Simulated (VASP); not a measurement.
# CoC23 (a cell with a defect) in VASP: a series of runs

The runs below take CoC23 (a cell with a defect) through single point, with PBEsol+U.

All numbers are computed with VASP 6.6.1; they aren't measurements. Logs are shortened: lines on timing, memory, paths and dates and some standing lists are left out, and cuts for length are marked.

**1. The structure**

The cell holds a defect, 24 atoms: a = 7.566 Å, b = 5.044 Å, c = 5.044 Å, α = 60.00°, β = 60.00°, γ = 60.00°.

**2. Single point, PBEsol+U, collinear spin, ferromagnetic start**

INCAR reads:

```
PREC = Accurate
ENCUT = 450
EDIFF = 1E-5
ISMEAR = 0
SIGMA = 0.03
LREAL = Auto
LASPH = True
NELM = 120
ALGO = Normal
ISIF = 2
LWAVE = False
LCHARG = False
ISPIN = 2
MAGMOM = 3 0 0 0 0 0 0 0 0 0 0 0 0 0 0 0 0 0 0 0 0 0 0 0
LORBIT = 11
LMAXMIX = 4
LDAU = True
LDAUTYPE = 2
LDAUL = 2 -1
LDAUU = 4 0
LDAUJ = 0 0
LDAUPRINT = 1
GGA = PS
ISYM = 0
KPAR = 4
```

KPOINTS reads:

```
Automatic mesh
0
Gamma
  3 4 4
```

POSCAR reads:

```
CoC23                                   
1.0
    0.0000000000      5.3503200000      5.3503200000
    3.5668800000      0.0000000000      3.5668800000
    3.5668800000      3.5668800000      0.0000000000
  Co              C             
     1    23
Direct
     0.9897790687970984    0.0002262355204338    0.0028283519876540
     0.0023087193077164    0.9994061747096854    0.4951814097216593
     0.0015628339642882    0.4985853608339882    0.9959304025157778
     0.0030470479817568    0.4977302938679114    0.4959215257400086
     0.3327528195532514    0.0023690522984431    0.9992050412575165
     0.3399901679965881    0.9978462624411727    0.4891193875081055
     0.3403998141089334    0.4901344837880138    0.9955328473426540
     0.3336739335996763    0.5001041683297187    0.4971461881509331
     0.6674160025294527    0.9987911097560690    0.9949976593345838
     0.6609801912353788    0.0026178623403863    0.5028833236474953
     0.6597354704697773    0.5081007921861042    0.9989092034044380
     0.6686904815654934    0.4993505180393671    0.4956856024276675
     0.0952037163413296    0.1363753721477655    0.1330809172419172
     0.1000358337664381    0.1328799788531958    0.5796085474547144
     0.1010161958098771    0.5779866891511815    0.1315819162319427
     0.0857941330662599    0.6237989597820983    0.6208508804503973
     0.4270028938523644    0.1166903874563886    0.1144562174018252
     0.4133065935595974    0.1250516983774531    0.6282049070876524
     0.4129343098296634    0.6315537374640354    0.1219388724168902
     0.4193911038249875    0.6226679839557659    0.6201841879619789
     0.7076460350565619    0.1495315726820508    0.1438461047586589
     0.7518735591907760    0.1256047826236182    0.6204752431475383
     0.7513985767339300    0.6246551299728283    0.1220458142295441
     0.7497774978588198    0.6255663934223183    0.6215034485784399
```

Potentials or basis: VASP PAW PBE potentials, release 64 (Co, C).

Started as:

```sh
> cat potpaw_PBE.64/Co/POTCAR potpaw_PBE.64/C/POTCAR > POTCAR
> mpirun -np 4 vasp_std > vasp.out
```

OUTCAR:

```text
PREC = Accurate
   ENCUT = 450
   EDIFF = 1E-5
   ISMEAR = 0
   LREAL = Auto
   LASPH = True
   NELM = 120
   ISIF = 2
   ISPIN = 2
   LORBIT = 11
   GGA = PS
   ISYM = 0

 ion  position               nearest neighbor table
   1  0.990  0.000  0.003-  15 1.74  21 1.74  14 1.75  13 1.75   9 2.46   3 2.50  10 2.51   4 2.51
                             2 2.52  11 2.53   2 2.53   4 2.53   3 2.54   5 2.59
   2  0.002  0.999  0.495-  13 1.50  14 1.51  16 1.55  22 1.55   1 2.52   1 2.53
   3  0.002  0.499  0.996-  13 1.50  15 1.51  16 1.54  23 1.55   1 2.50   1 2.54
   4  0.003  0.498  0.496-  15 1.51  14 1.51  16 1.55  24 1.56   1 2.51   1 2.53
   5  0.333  0.002  0.999-  13 1.47  19 1.53  18 1.53  17 1.53   1 2.59
   6  0.340  0.998  0.489-  14 1.49  17 1.54  20 1.55  18 1.55
   7  0.340  0.490  0.996-  15 1.49  17 1.54  20 1.55  19 1.55
   8  0.334  0.500  0.497-  16 1.53  20 1.54  18 1.54  19 1.55
   9  0.667  0.999  0.995-  17 1.49  21 1.51  23 1.54  22 1.54   1 2.46
  10  0.661  0.003  0.503-  21 1.49  18 1.53  22 1.55  24 1.55   1 2.51
  11  0.660  0.508  0.999-  21 1.49  19 1.52  23 1.55  24 1.56   1 2.53
  12  0.669  0.499  0.496-  23 1.54  24 1.54  22 1.54  20 1.54
  13  0.095  0.136  0.133-   5 1.47   2 1.50   3 1.50   1 1.75
  14  0.100  0.133  0.580-   6 1.49   2 1.51   4 1.51   1 1.75
  15  0.101  0.578  0.132-   7 1.49   4 1.51   3 1.51   1 1.74
  16  0.086  0.624  0.621-   8 1.53   3 1.54   4 1.55   2 1.55
  17  0.427  0.117  0.114-   9 1.49   5 1.53   7 1.54   6 1.54
  18  0.413  0.125  0.628-   5 1.53  10 1.53   8 1.54   6 1.55
  19  0.413  0.632  0.122-  11 1.52   5 1.53   8 1.55   7 1.55
  20  0.419  0.623  0.620-  12 1.54   8 1.54   6 1.55   7 1.55
  21  0.708  0.150  0.144-  11 1.49  10 1.49   9 1.51   1 1.74
  22  0.752  0.126  0.620-  12 1.54   9 1.54   2 1.55  10 1.55
  23  0.751  0.625  0.122-  12 1.54   9 1.54   3 1.55  11 1.55
  24  0.750  0.626  0.622-  12 1.54  10 1.55  11 1.56   4 1.56

IMPORTANT INFORMATION: All symmetrisations will be switched off!
NOSYMM: (Re-)initialisation of all symmetry stuff for point group C_1.

----------------------------------------------------------------------------------------

                                     Primitive cell

  volume of cell :     136.1403

  direct lattice vectors                    reciprocal lattice vectors
     0.000000000  5.350320000  5.350320000    -0.093452354  0.093452354  0.093452354
     3.566880000  0.000000000  3.566880000     0.140178531 -0.140178531  0.140178531
     3.566880000  3.566880000  0.000000000     0.140178531  0.140178531 -0.140178531

  length of vectors
     7.566495107  5.044330071  5.044330071     0.161864226  0.242796338  0.242796338

  position of ions in fractional coordinates (direct lattice)
     0.989779069  0.000226236  0.002828352
     0.002308719  0.999406175  0.495181410
     0.001562834  0.498585361  0.995930403
     0.003047048  0.497730294  0.495921526
     0.332752820  0.002369052  0.999205041
     0.339990168  0.997846262  0.489119388
[... 16 lines left out ...]
     0.751398577  0.624655130  0.122045814
     0.749777498  0.625566393  0.621503449

  ion indices of the primitive-cell ions
   primitive index   ion index
                 1           1
                 2           2
                 3           3
                 4           4
                 5           5
                 6           6
[... 16 lines left out ...]
                23          23
                24          24

----------------------------------------------------------------------------------------

 KPOINTS: Automatic mesh

Automatic generation of k-mesh.
 Grid dimensions read from file:
 generate k-points for:    3    4    4

 Generating k-lattice:

[... 102 lines left out ...]
     AMIX     =   0.40;   BMIX     =  1.00
     AMIX_MAG =   1.60;   BMIX_MAG =  1.00
  volume/ion in A,a.u.               =       5.67        38.28
  Fermi-wavevector in a.u.,A,eV,Ry     =   1.482016  2.800605 29.883468  2.196373
  Thomas-Fermi vector in A             =   2.595855
   LORBIT       =     11    0 simple, 1 ext, 2 COOP (PROOUT), +10 PAW based schemes
 LDA+U is selected, type is set to LDAUTYPE =  2
   angular momentum for each species LDAUL =     2   -1
   U (eV)           for each species LDAUU =   4.0  0.0
   J (eV)           for each species LDAUJ =   0.0  0.0
   GGA     = PS    functional components
   LHFCALC =     F    Hartree Fock is set to
   AEXX    =    0.0000 exact exchange contribution
   IVDW    =     0    specifies the selected vdW correction
   LEPSILON=     F    determine dielectric tensor
   LRPA    =     F    only Hartree local field effects (RPA)
 spin polarized calculation
 Gauss-broadening in eV      SIGMA  =   0.03
  energy-cutoff  :      450.00
  volume of cell :      136.14
 maximum number of plane-waves:      2968
 NGX is ok and might be reduce to    54
   NGX = 27   NGY = 17   NGZ = 17

atom =   1  type =  1  l = 2

 onsite density matrix

spin component  1

  0.8157 -0.0213 -0.0190  0.0094  0.0006
 -0.0213  0.8655 -0.0030 -0.0429  0.0072
 -0.0190 -0.0030  0.9438  0.0057 -0.0008
  0.0094 -0.0429  0.0057  0.8361  0.0131
  0.0006  0.0072 -0.0008  0.0131  0.9463

spin component  2

  0.6374  0.0122 -0.0359 -0.0067  0.0010
  0.0122  0.6074 -0.0057  0.0143  0.0143
 -0.0359 -0.0057  0.9391  0.0098 -0.0006
 -0.0067  0.0143  0.0098  0.6282  0.0236
  0.0010  0.0143 -0.0006  0.0236  0.9420

 occupancies and eigenvectors

  o =  0.5954  v =  0.0000  0.0000  0.0000  0.0000  0.0000  0.3200 -0.8444  0.0072  0.4295  0.0047      0.0000  0.0000  0.0000  0.0000  0.0000  0.0000  0.0000  0.0000  0.0000  0.0000
  o =  0.6329  v =  0.0000  0.0000  0.0000  0.0000  0.0000  0.0304 -0.4415  0.0239 -0.8920  0.0884      0.0000  0.0000  0.0000  0.0000  0.0000  0.0000  0.0000  0.0000  0.0000  0.0000
  o =  0.6375  v =  0.0000  0.0000  0.0000  0.0000  0.0000  0.9396  0.2992  0.1213 -0.1137 -0.0082      0.0000  0.0000  0.0000  0.0000  0.0000  0.0000  0.0000  0.0000  0.0000  0.0000
  o =  0.8009  v =  0.5518  0.5842  0.0620  0.5861 -0.0835  0.0000  0.0000  0.0000  0.0000  0.0000      0.0000  0.0000  0.0000  0.0000  0.0000  0.0000  0.0000  0.0000  0.0000  0.0000
  o =  0.8096  v = -0.7812  0.1542 -0.1325  0.5870 -0.0618  0.0000  0.0000  0.0000  0.0000  0.0000      0.0000  0.0000  0.0000  0.0000  0.0000  0.0000  0.0000  0.0000  0.0000  0.0000
  o =  0.9021  v =  0.2586 -0.7959 -0.0139  0.5461 -0.0361  0.0000  0.0000  0.0000  0.0000  0.0000      0.0000  0.0000  0.0000  0.0000  0.0000  0.0000  0.0000  0.0000  0.0000  0.0000
  o =  0.9437  v =  0.0000  0.0000  0.0000  0.0000  0.0000 -0.1107 -0.0043  0.9408  0.0549  0.3156      0.0000  0.0000  0.0000  0.0000  0.0000  0.0000  0.0000  0.0000  0.0000  0.0000
  o =  0.9446  v =  0.0000  0.0000  0.0000  0.0000  0.0000  0.0407  0.0495 -0.3155  0.0621  0.9447      0.0000  0.0000  0.0000  0.0000  0.0000  0.0000  0.0000  0.0000  0.0000  0.0000
  o =  0.9466  v = -0.1258 -0.0158  0.9334  0.0818  0.3257  0.0000  0.0000  0.0000  0.0000  0.0000      0.0000  0.0000  0.0000  0.0000  0.0000  0.0000  0.0000  0.0000  0.0000  0.0000
  o =  0.9480  v =  0.0512  0.0370 -0.3275  0.0833  0.9391  0.0000  0.0000  0.0000  0.0000  0.0000      0.0000  0.0000  0.0000  0.0000  0.0000  0.0000  0.0000  0.0000  0.0000  0.0000

 number of electron     101.0000011 magnetization       0.9986909

 Free energy of the ion-electron system (eV)
  ---------------------------------------------------
  ext. energy  EPLUGINS =         0.00000000
  ---------------------------------------------------
  free energy    TOTEN  =      -219.48047735 eV

  energy without entropy =     -219.47953093  energy(sigma->0) =     -219.48000414

 E-fermi :  11.9919     XC(G=0): -13.6238

 val. band max:       11.9869944510   @ k =   0.3333  -0.2500   0.2500
 cond. band min:      12.0215542409   @ k =  -0.3333  -0.2500   0.2500
 fundamental gap:      0.0345597898
 Fermi energy:        11.9918527887

 spin component 1

 k-point     1 :       0.0000    0.0000    0.0000
  band No.  band energies     occupation
      1     -11.4494      1.00000
      2      -8.6102      1.00000
      3      -8.2461      1.00000
      4      -5.9767      1.00000
      5      -5.8239      1.00000
      6      -5.8151      1.00000
[... 3113 lines left out ...]
     61      17.7546      0.00000
     62      18.0362      0.00000

 [... further k-points ...]

 [bands above 62 left out]

------------------------ aborting loop because EDIFF is reached ----------------------------------------

  FORCE on cell =-STRESS in cart. coord.  units (eV):
  Direction    XX          YY          ZZ          XY          YZ          ZX
  --------------------------------------------------------------------------------------
  -------------------------------------------------------------------------------------
  Total       17.5905279     15.5655273     14.4116120     -3.9412300      2.0725447     -3.0479388
  in kB      207.0154238    183.1840552    169.6041178    -46.3826559     24.3908947    -35.8698926
  external PRESSURE =     186.6011989 kB  Pullay stress =       0.0000000 kB

 VOLUME and BASIS-vectors are now :
 -----------------------------------------------------------------------------
  energy-cutoff  :      450.00
  volume of cell :      136.14
      direct lattice vectors                 reciprocal lattice vectors
     0.000000000  5.350320000  5.350320000    -0.093452354  0.093452354  0.093452354
     3.566880000  0.000000000  3.566880000     0.140178531 -0.140178531  0.140178531
     3.566880000  3.566880000  0.000000000     0.140178531  0.140178531 -0.140178531

 POSITION                                       TOTAL-FORCE (eV/Angst)
 -----------------------------------------------------------------------------------
      0.01090      5.30572      5.29644        -0.332548      0.569802      0.616620
      5.33101      1.77861      3.57711        -0.014177      0.047105     -0.064830
      5.33076      3.56073      1.78676        -0.052372      0.087083      0.075180
      3.54424      1.78520      1.79165         0.049095      0.012016      0.036259
      3.57249      5.34438      1.78878        -0.171503      0.062137      0.058629
      5.30383      3.56369      5.37825        -0.061980      0.116811      0.067388
[... 16 lines left out ...]
      2.66339      4.45555      6.24829        -0.010507      0.094412      0.015057
      4.44815      6.22838      6.24287        -0.101025      0.015328     -0.023885
 -----------------------------------------------------------------------------------
    total drift:                               -0.002866     -0.002553      0.001785

  FREE ENERGIE OF THE ION-ELECTRON SYSTEM (eV)
  ---------------------------------------------------
  free  energy   TOTEN  =      -219.4804773482 eV

  energy  without entropy=     -219.4795309340  energy(sigma->0) =     -219.48000414

 total charge

# of ion       s       p       d       tot
------------------------------------------
    1        0.739   0.781   8.100   9.620
    2        0.833   1.762   0.000   2.596
    3        0.833   1.762   0.000   2.595
    4        0.830   1.747   0.000   2.577
    5        0.839   1.792   0.000   2.630
    6        0.832   1.759   0.000   2.591
[... 16 lines left out ...]
   23        0.827   1.737   0.000   2.564
   24        0.825   1.722   0.000   2.547
--------------------------------------------------
tot         19.959  41.245   8.100  69.305

 magnetization (x)

# of ion       s       p       d       tot
------------------------------------------
    1        0.007   0.091   0.654   0.753
    2        0.000  -0.000   0.000   0.000
    3        0.001   0.001   0.000   0.001
    4        0.001   0.001   0.000   0.002
    5        0.003   0.005   0.000   0.008
    6        0.001   0.003   0.000   0.004
[... 16 lines left out ...]
   23        0.001   0.005   0.000   0.007
   24        0.001   0.006   0.000   0.007
--------------------------------------------------
tot          0.032   0.146   0.654   0.832
```

It took 4.2 min on 4 MPI ranks of Intel Xeon Platinum 8488C (Sapphire Rapids), shared host; peak memory 0.44 GiB.

What came out:

| Item | Value |
| --- | --- |
| Free energy | -219.4805 eV |
| Largest force | 1.618 eV/Å |
| Band gap on the k mesh | none (metal or under the smearing width) |
| Net moment | 1.00 μB per cell |
| Site moments | Co +0.75; C +0.00, +0.01, -0.00, -0.02, -0.01, +0.05 μB |
| Valence electrons inside the program's atomic spheres | Co 9.62; C 2.60, 2.58, 2.63, 2.59, 2.62, 2.65, 2.57, 2.61, 2.67, 2.56, 2.55 |

Forces in eV/Å, atoms in the order of the input:
```
Co  -0.333  0.570  0.617
C   -0.014  0.047 -0.065
C   -0.052  0.087  0.075
C    0.049  0.012  0.036
C   -0.172  0.062  0.059
C   -0.062  0.117  0.067
C    0.014  0.008  0.132
C    0.025 -0.022 -0.011
C   -0.055  0.191  0.196
C    0.070  0.050 -0.012
C   -0.045  0.076  0.107
C   -0.005  0.004  0.001
C   -0.636 -1.068 -1.037
C    0.962  0.350 -0.995
C    0.892 -0.966  0.388
C    0.003 -0.014 -0.007
C    0.216 -0.125 -0.139
C   -0.007 -0.062  0.024
C    0.020  0.006 -0.090
C    0.004 -0.010 -0.019
C   -0.793  0.558  0.610
C    0.031  0.018  0.071
C   -0.011  0.094  0.015
C   -0.101  0.015 -0.024
```

Eigenvalues of the final occupation matrices:
```tsv
site	spin	trace	eigenvalues
site 1 d	1	4.41	0.80 0.81 0.90 0.95 0.95
site 1 d	2	3.75	0.60 0.63 0.64 0.94 0.94
```

Caveat: the k mesh is coarse (spacing up to 0.38 Å⁻¹), so the values aren't converged; the cutoff is under 1.25 times the usual one of these potentials, so pressure, stress and relaxed cells hold a basis-set (Pulay) error; the PAW data sets were made with another functional, which shifts forces and pressure a little; the U is typed as a test and isn't derived for this compound. The state reached can hang on the start; a lower one may exist.

**3. Single point, PBEsol+U, collinear spin, ferromagnetic start**

Changes to INCAR since step 2:

```diff
@@ -15,2 +15,3 @@
 LORBIT = 11
+NUPDOWN = 3
 LMAXMIX = 4
@@ -19,3 +20,3 @@
 LDAUL = 2 -1
-LDAUU = 4 0
+LDAUU = 6 0
 LDAUJ = 0 0
```

KPOINTS is that of step 2.

POSCAR is that of step 2.

Potentials or basis: VASP PAW PBE potentials, release 64 (Co, C).

Started as:

```sh
> cat potpaw_PBE.64/Co/POTCAR potpaw_PBE.64/C/POTCAR > POTCAR
> mpirun -np 4 vasp_std > vasp.out
```

It took 5.8 min on 4 MPI ranks of Intel Xeon Platinum 8488C (Sapphire Rapids), shared host; peak memory 0.45 GiB.

It converged, with:

```
Free energy                                           : -217.0199 eV
Largest force                                         : 0.232 eV/Å
Net moment                                            : 3.00 μB per cell
Site moments                                          : Co +2.06; C +0.00, +0.02, -0.00, +0.01, +0.05, +0.08, +0.04, +0.18 μB
Valence electrons inside the program's atomic spheres : Co 9.58; C 2.59, 2.57, 2.63, 2.58, 2.61, 2.66, 2.64, 2.65, 2.62, 2.68, 2.56, 2.55
```

Forces on the atoms (eV/Å):
```
Co  -0.046 -0.044  0.017
C    0.021  0.000  0.002
C   -0.033  0.128  0.019
C    0.074 -0.026 -0.029
C   -0.095 -0.102 -0.095
C   -0.042 -0.044  0.058
C    0.033 -0.004  0.019
C   -0.002 -0.003 -0.002
C   -0.101  0.144  0.150
C    0.114 -0.091 -0.068
C   -0.025  0.042  0.015
C    0.005  0.008 -0.003
C   -0.077 -0.126 -0.123
C    0.044 -0.002 -0.052
C    0.122 -0.148  0.036
C   -0.019 -0.025 -0.005
C    0.052  0.045  0.012
C   -0.008  0.021 -0.007
C    0.016 -0.019 -0.024
C   -0.007  0.008  0.007
C   -0.046  0.195  0.090
C    0.029  0.035 -0.007
C   -0.004  0.010  0.022
C   -0.007 -0.001 -0.032
```

Eigenvalues of the final occupation matrices:
| site | spin | trace | eigenvalues |
| --- | --- | --- | --- |
| site 1 d | 1 | 4.89 | 0.95 0.96 0.98 0.98 1.02 |
| site 1 d | 2 | 3.10 | 0.06 0.62 0.73 0.74 0.96 |

Caveat: the k mesh is coarse (spacing up to 0.38 Å⁻¹), so the values aren't converged; the cutoff is under 1.25 times the usual one of these potentials, so pressure, stress and relaxed cells hold a basis-set (Pulay) error; the PAW data sets were made with another functional, which shifts forces and pressure a little; the total moment is fixed, so each spin has its own Fermi level; the U is typed as a test and isn't derived for this compound. The state reached can hang on the start; a lower one may exist.
